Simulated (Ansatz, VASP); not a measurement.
## Two plane-wave programs on BaSi3

The input INCAR:

```
SYSTEM = BaSi3
ALGO = Normal
EDIFF = 1E-6
ENCUT = 520
GGA = PE
ISIF = 2
ISMEAR = 0
LASPH = .TRUE.
LCHARG = .FALSE.
LREAL = .FALSE.
LWAVE = .FALSE.
NBANDS = 19
NELM = 100
PREC = Accurate
SIGMA = 0.05
```

File KPOINTS:

```
k-points
0
G
  8 8 8
  0 0 0
```

The input POSCAR:

```
BaSi3
1.0
    4.4265741566      0.0000000000      0.0000000000
    0.0000000000      4.4265741566      0.0000000000
    0.0000000000      0.0000000000      4.4265741566
Ba Si
1 3
Direct
    0.0000000000      0.0000000000      0.0000000000
    0.0000000000      0.5000000000      0.5000000000
    0.5000000000      0.5000000000      0.0000000000
    0.5000000000      0.0000000000      0.5000000000
```

Input for Ansatz:

```yaml
crystal:
  lattice:
    - [4.4265741566, 0.0, 0.0]
    - [0.0, 4.4265741566, 0.0]
    - [0.0, 0.0, 4.4265741566]
  atoms:
    - { symbol: Ba, position: [0.0, 0.0, 0.0] }
    - { symbol: Si, position: [0.0, 0.5, 0.5] }
    - { symbol: Si, position: [0.5, 0.5, 0.0] }
    - { symbol: Si, position: [0.5, 0.0, 0.5] }
basis:
  ecutwfc: 420
  ecutrho_ratio: 4
kpoints:
  mp_grid: { grid: [8, 8, 8] }
hamiltonian:
  xc: pbe
scf:
  occupations: { method: gaussian, width: 0.05 }
output:
  forces: true
  stress: true
  eigenvalues: true
```

Alike in both runs: task single point; functional PBE; k mesh 8 × 8 × 8; occupations gaussian, width 0.05 eV; no spin polarisation.

```csv
,VASP,Ansatz
version,VASP 6.6.1,Ansatz 0.2.0
potentials or method,"VASP PAW PBE potentials, release 64 (Ba_sv, Si)","scalar-relativistic, plane waves, PAW"
plane-wave cutoff (eV),520,420
valence electrons in the cell,22,22
```

VASP gave:

```
gap on the k mesh at the Fermi level (eV) : none
pressure (GPa)                            : 3.2
```

Which values does Ansatz return?

gap on the k mesh at the Fermi level (eV): none; pressure (GPa): 2.3.

A gap of «none» marks a metal or a gap that the smearing closes.

Spin-orbit coupling is left out, which matters for the levels of Ba.
